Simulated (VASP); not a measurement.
Computed with r2SCAN meta-GGA, VASP's PBE PAW potentials (set 64) (plane waves; VASP).

The input files of a VASP run:

### INCAR
```
SYSTEM  =  NaLiZnS2
PREC  =  Accurate; ENCUT  =  520; LREAL  =  .FALSE.
LASPH  =  .TRUE.
EDIFF  =  1E-7; NELM  =  100; ALGO  =  Normal
LMAXMIX  =  4; LMIXTAU  =  .TRUE.
ISMEAR  =  -5
METAGGA  =  R2SCAN
ISIF  =  2
LWAVE  =  .FALSE.; LCHARG  =  .FALSE.; LORBIT  =  11
NEDOS  =  601
LEFG  =  .TRUE.
```

### KPOINTS
```
Automatic mesh
0
Gamma
7 7 4
0 0 0
```

File POSCAR:
```
NaLiZnS2
1
    3.9409001579    -0.0000000000     0.0000000000
   -1.9704500790     3.4129195349    -0.0000000000
   -0.0000000000    -0.0000000000     6.7245440351
Na Li Zn S
1 1 1 2
Direct
  0.0000000000   0.0000000000   0.0242280249
  0.3333330000   0.6666670000   0.3547317985
  0.6666670000   0.3333330000   0.6136582864
  0.3333330000   0.6666670000   0.7365150631
  0.6666670000   0.3333330000   0.2708568271
```

**KPOINTS_OPT**
```
k-points along high-symmetry lines
6
Line-mode
Reciprocal
  0.000000   0.000000   0.000000 ! GAMMA
  0.500000   0.000000   0.000000 ! M

  0.500000   0.000000   0.000000 ! M
  0.333333   0.333333   0.000000 ! K

  0.333333   0.333333   0.000000 ! K
  0.000000   0.000000   0.000000 ! GAMMA

  0.000000   0.000000   0.000000 ! GAMMA
  0.000000   0.000000   0.500000 ! A

  0.000000   0.000000   0.500000 ! A
  0.500000   0.000000   0.500000 ! L

  0.500000   0.000000   0.500000 ! L
  0.333333   0.333333   0.500000 ! H

  0.333333   0.333333   0.500000 ! H
  0.000000   0.000000   0.500000 ! A

  0.500000   0.000000   0.500000 ! L
  0.500000   0.000000   0.000000 ! M

  0.333333   0.333333   0.500000 ! H
  0.333333   0.333333   0.000000 ! K
```

POTCAR, in this order: Na_pv Li_sv Zn S (PBE.64 set). Program: vasp_std.

Problem. What will the output report for the number of irreducible k-points (NKPTS), number of bands (NBANDS), largest plane-wave count, number of space-group operations, FFT grid (NGX, NGY, NGZ)?

Solution. 
```
Property                                       Value
--------------------------------------  ------------
number of irreducible k-points (NKPTS)            28
number of bands (NBANDS)                          21
largest plane-wave count                        2467
number of space-group operations                   6
FFT grid (NGX, NGY, NGZ)                30 × 30 × 50
```

The structure comes from a computed database's NaLiZnS2 entry (P3m1); how it stands against other phases isn't given here. It was relaxed first.
